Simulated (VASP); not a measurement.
Crystal: B.

```
CELL_PARAMETERS angstrom
2.44920 1.41404 4.17472
-2.44920 1.41404 4.17472
0.00000 -2.82809 4.17472
ATOMIC_POSITIONS crystal
B 0.00997 0.65429 0.00997
B 0.00997 0.00997 0.65429
B 0.65429 0.00997 0.00997
B 0.34571 0.99003 0.99003
B 0.99003 0.34571 0.99003
B 0.99003 0.99003 0.34571
B 0.22057 0.63163 0.22057
B 0.22057 0.22057 0.63163
B 0.63163 0.22057 0.22057
B 0.36837 0.77943 0.77943
B 0.77943 0.36837 0.77943
B 0.77943 0.77943 0.36837
```

```yaml
Program: VASP 6.6.1
Task: relaxation of cell and atoms
Functional: LDA
Potentials_or_basis: VASP PAW LDA potentials, release 64 (B)
Cutoff: 600 eV
k_mesh: 6 × 6 × 6
Occupations: gaussian, width 0.02 eV
Spin: no spin polarisation
```

At the start: pressure -7.2 GPa; volume 7.23 Å³/atom.

**Question.** Where does the relaxation end?

**Answer.** Over 8 steps the energy falls by 5.4 meV/atom and the volume is 6.99 Å³/atom (-3.2 %); space group R-3m (No. 166, to 0.05 Å).

Step by step:
```
step  energy change (eV)  largest force (eV/Å)  pressure (GPa)  volume (Å³)
   1              0.0000                0.1851           -7.23        86.75
   2             -0.0241                0.4522            5.06        82.72
   3             -0.0570                0.2184           -0.48        84.42
   4             -0.0626                0.1905            0.39        83.77
   5             -0.0642                0.0806            0.10        83.98
   6             -0.0649                0.0609           -0.05        83.92
   7             -0.0652                0.0244            0.00        83.94
   8             -0.0654                0.0030            0.00        83.94
```

Final structure:
```yaml
crystal:
  lattice:
    - [2.42146, 1.39803, 4.13254]
    - [-2.42146, 1.39803, 4.13254]
    - [0.00000, -2.79606, 4.13254]
  atoms:
    - { symbol: B, position: [0.01048, 0.65425, 0.01048] }
    - { symbol: B, position: [0.01048, 0.01048, 0.65425] }
    - { symbol: B, position: [0.65425, 0.01048, 0.01048] }
    - { symbol: B, position: [0.34575, 0.98952, 0.98952] }
    - { symbol: B, position: [0.98952, 0.34575, 0.98952] }
    - { symbol: B, position: [0.98952, 0.98952, 0.34575] }
    - { symbol: B, position: [0.22152, 0.62996, 0.22152] }
    - { symbol: B, position: [0.22152, 0.22152, 0.62996] }
    - { symbol: B, position: [0.62996, 0.22152, 0.22152] }
    - { symbol: B, position: [0.37004, 0.77848, 0.77848] }
    - { symbol: B, position: [0.77848, 0.37004, 0.77848] }
    - { symbol: B, position: [0.77848, 0.77848, 0.37004] }
```
